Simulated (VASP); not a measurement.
Input:

```xyz
4
Lattice="0.0000 3.1814 3.1814 3.1814 0.0000 3.1814 3.1814 3.1814 0.0000" Properties=species:S:1:pos:R:3 pbc="T T T"
Ta     0.0000     3.1814     3.1814
W      1.5907     1.5907     1.5907
W      4.7721     4.7721     4.7721
W      3.1814     3.1814     3.1814
```

The numbers are results of PBEsol GGA, VASP's PBE PAW potentials (set 64) (plane waves; VASP 6.6.1), not measurements. Settings: 400 eV cut-off, Gaussian smearing of 0.050 eV, potentials Ta_pv W_sv.

Give the energies of bands 17 to 30 at the high-symmetry points, in eV from the Fermi level.

| band | Γ | X | U | L | W |
|---|---|---|---|---|---|
| 17 | -5.14 | -5.57 | -4.97 | -5.30 | -4.96 |
| 18 | -5.14 | -4.56 | -4.49 | -2.87 | -4.96 |
| 19 | -2.29 | -4.50 | -4.44 | -2.87 | -4.83 |
| 20 | -2.29 | -2.85 | -2.66 | -2.83 | -2.05 |
| 21 | -2.29 | -2.85 | -2.37 | -2.68 | -1.86 |
| 22 | -2.22 | -2.27 | -2.31 | -2.68 | -1.86 |
| 23 | -2.22 | -1.98 | -2.12 | -2.43 | -1.54 |
| 24 | -2.22 | 0.03 | -0.90 | -2.38 | -1.45 |
| 25 | -0.41 | 0.03 | -0.83 | -2.38 | -1.45 |
| 26 | -0.41 | 0.44 | -0.65 | -2.02 | -1.45 |
| 27 | -0.41 | 0.44 | -0.22 | -2.02 | -1.10 |
| 28 | 2.84 | 1.33 | 0.98 | 2.73 | 1.60 |
| 29 | 2.84 | 1.33 | 1.18 | 2.73 | 1.80 |
| 30 | 3.74 | 1.86 | 1.57 | 3.33 | 1.80 |

It has no gap at this level: it comes out as a metal or semimetal.

The structure comes from a computed database's TaW3 entry (Fm-3m); how it stands against other phases isn't given here. It was relaxed first. The electron count is odd and the run is not spin-polarised, which forces a metal.
